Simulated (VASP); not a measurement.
Output of a VASP run:

OSZICAR:
```
       N       E                     dE             d eps       ncg     rms          rms(c)
DAV:   1     0.129238155836E+03    0.12924E+03   -0.89436E+03  1372   0.189E+03
DAV:   2     0.124553759478E+02   -0.11678E+03   -0.10946E+03  1552   0.408E+02
DAV:   3     0.444669761536E+01   -0.80087E+01   -0.77732E+01  1768   0.128E+02
DAV:   4     0.410292977770E+01   -0.34377E+00   -0.34258E+00  2040   0.282E+01
DAV:   5     0.409179130617E+01   -0.11138E-01   -0.11141E-01  1988   0.517E+00    0.105E+01
DAV:   6    -0.213634422289E+02   -0.25455E+02   -0.59289E+01  1404   0.939E+01    0.168E+01
DAV:   7    -0.212267777478E+02    0.13666E+00   -0.14022E+00  1724   0.100E+01    0.163E+01
DAV:   8    -0.188899468791E+02    0.23368E+01   -0.30793E+00  1560   0.310E+01    0.134E+01
DAV:   9    -0.191649855771E+02   -0.27504E+00   -0.65104E+00  1848   0.513E+01    0.106E+01
DAV:  10    -0.179767271858E+02    0.11883E+01   -0.51501E+00  1620   0.435E+01    0.105E+01
DAV:  11    -0.197995334927E+02   -0.18228E+01   -0.17078E+00  1344   0.190E+01    0.912E+00
DAV:  12    -0.164550903163E+02    0.33444E+01   -0.44951E+00  1712   0.483E+01    0.300E+00
DAV:  13    -0.189228160843E+02   -0.24677E+01   -0.15629E+00  1344   0.196E+01    0.186E+00
DAV:  14    -0.190445637512E+02   -0.12175E+00   -0.11460E-01  1768   0.673E+00    0.135E+00
DAV:  15    -0.190344530721E+02    0.10111E-01   -0.36174E-02  1932   0.412E+00    0.398E-01
DAV:  16    -0.190271265950E+02    0.73265E-02   -0.12842E-02  1676   0.185E+00    0.107E+00
DAV:  17    -0.190334619837E+02   -0.63354E-02   -0.83431E-03  1600   0.152E+00    0.212E-01
DAV:  18    -0.190363976537E+02   -0.29357E-02   -0.59595E-03  1764   0.163E+00    0.323E-01
DAV:  19    -0.190364907965E+02   -0.93143E-04   -0.26090E-04  1640   0.241E-01    0.276E-01
DAV:  20    -0.190361769886E+02    0.31381E-03   -0.38701E-04  2044   0.351E-01    0.128E-01
DAV:  21    -0.190361171065E+02    0.59882E-04   -0.44832E-04  1936   0.419E-01    0.285E-02
DAV:  22    -0.190361158684E+02    0.12381E-05   -0.48453E-05  2084   0.115E-01    0.153E-02
DAV:  23    -0.190361151797E+02    0.68872E-06   -0.65688E-06  1832   0.496E-02    0.108E-02
DAV:  24    -0.190361168853E+02   -0.17056E-05   -0.18203E-06  1472   0.158E-02    0.116E-02
DAV:  25    -0.190361173468E+02   -0.46154E-06   -0.25486E-07  1236   0.728E-03    0.118E-02
DAV:  26    -0.190361188569E+02   -0.15101E-05   -0.17487E-06  1812   0.289E-02    0.504E-03
DAV:  27    -0.190361204112E+02   -0.15543E-05   -0.51815E-07  1396   0.122E-02    0.135E-03
DAV:  28    -0.190361205369E+02   -0.12570E-06   -0.19321E-08   712   0.243E-03    0.100E-03
DAV:  29    -0.190361208515E+02   -0.31461E-06   -0.16129E-08   696   0.211E-03    0.344E-04
DAV:  30    -0.190361208678E+02   -0.16313E-07   -0.93095E-09   696   0.124E-03
   1 F= -.19036121E+02 E0= -.19036121E+02  d E =0.000000E+00
       N       E                     dE             ncg
       N       E                     dE             ncg
```

OUTCAR:
```
------------------------ aborting loop because EDIFF is reached ----------------------------------------
  FORCE on cell =-STRESS in cart. coord.  units (eV):
  Direction    XX          YY          ZZ          XY          YZ          ZX
  --------------------------------------------------------------------------------------
  Total       -0.0076781     -0.0076781     -0.0076781      0.0000000      0.0000000     -0.0000000
  in kB       -0.3296668     -0.3296668     -0.3296668      0.0000000      0.0000000     -0.0000000
  external PRESSURE =      -0.3296668 kB  Pullay stress =       0.0000000 kB
  volume of cell :       37.32
      direct lattice vectors                 reciprocal lattice vectors
     0.000000000  2.652283414  2.652283414    -0.188516807  0.188516807  0.188516807
     2.652283414  0.000000000  2.652283414     0.188516807 -0.188516807  0.188516807
     2.652283414  2.652283414  0.000000000     0.188516807  0.188516807 -0.188516807
 POSITION                                       TOTAL-FORCE (eV/Angst)
 -----------------------------------------------------------------------------------
      0.00000      0.00000      0.00000        -0.000000      0.000000     -0.000000
      1.32614      1.32614      1.32614         0.000000     -0.000000      0.000000
      3.97843      3.97843      3.97843        -0.000000      0.000000     -0.000000
 -----------------------------------------------------------------------------------
    total drift:                                0.000000      0.000000     -0.000000
  FREE ENERGIE OF THE ION-ELECTRON SYSTEM (eV)
  ---------------------------------------------------
  free  energy   TOTEN  =       -19.0361208678 eV

  energy  without entropy=      -19.0361208678  energy(sigma->0) =      -19.03612087

 total charge

# of ion       s       p       d       tot
------------------------------------------
    1        0.565   0.757   7.598   8.919
    2        0.727   0.898   0.000   1.624
    3        0.727   0.898   0.000   1.624
--------------------------------------------------
tot          2.018   2.552   7.598  12.167

 Electric field gradients after diagonalization (V/A^2)
 (convention: |V_zz| > |V_xx| > |V_yy|)
----------------------------------------------------------------------
 ion       V_xx      V_yy      V_zz     asymmetry (V_yy - V_xx)/ V_zz
----------------------------------------------------------------------
   1       0.002     0.002    -0.004       0.000
   2       0.000     0.000    -0.000       0.000
   3       0.000     0.000    -0.000       0.000
```
(Selected blocks of OUTCAR.)

### POSCAR
```
CoSi2
1
   -0.0000000000     2.6522834142     2.6522834142
    2.6522834142    -0.0000000000     2.6522834142
    2.6522834142     2.6522834142    -0.0000000000
Co Si
1 2
Direct
  0.0000000000   0.0000000000   0.0000000000
  0.2500000000   0.2500000000   0.2500000000
  0.7500000000   0.7500000000   0.7500000000
```

Problem. Write an INCAR and KPOINTS that could have produced this output.

Solution. Several could match; the one computed here: the input of the run itself, revTPSS meta-GGA, plane waves, VASP's PBE PAW potentials (set 64).

**INCAR**
```
SYSTEM = CoSi2
PREC = Accurate
ENCUT = 520
EDIFF = 1E-7
NELM = 100
ALGO = Normal
LREAL = .FALSE.
LASPH = .TRUE.
ISMEAR = -5
METAGGA = RTPSS
LMIXTAU = .TRUE.
LMAXMIX = 4
LWAVE = .FALSE.
LCHARG = .FALSE.
LORBIT = 11
NEDOS = 601
ISIF = 2
LEFG = .TRUE.
```

KPOINTS:
```
K-points
0
gamma
 11 11 11
0 0 0
```

KPOINTS_OPT:
```
k-points along high-symmetry lines
10
Line-mode
Reciprocal
  0.000000   0.000000   0.000000 ! GAMMA
  0.500000   0.000000   0.500000 ! X

  0.500000   0.000000   0.500000 ! X
  0.625000   0.250000   0.625000 ! U

  0.375000   0.375000   0.750000 ! K
  0.000000   0.000000   0.000000 ! GAMMA

  0.000000   0.000000   0.000000 ! GAMMA
  0.500000   0.500000   0.500000 ! L

  0.500000   0.500000   0.500000 ! L
  0.500000   0.250000   0.750000 ! W

  0.500000   0.250000   0.750000 ! W
  0.500000   0.000000   0.500000 ! X
```

POTCAR, in this order: Co Si (PBE.64 set). Program: vasp_std.

For a metal the tetrahedron method with Blöchl corrections gives inexact stress and forces.

The compound is CoSi2 in the fluorite structure. It was relaxed first. The run is not spin-polarised, so no magnetic state was tried. The electron count is odd and the run is not spin-polarised, which forces a metal.
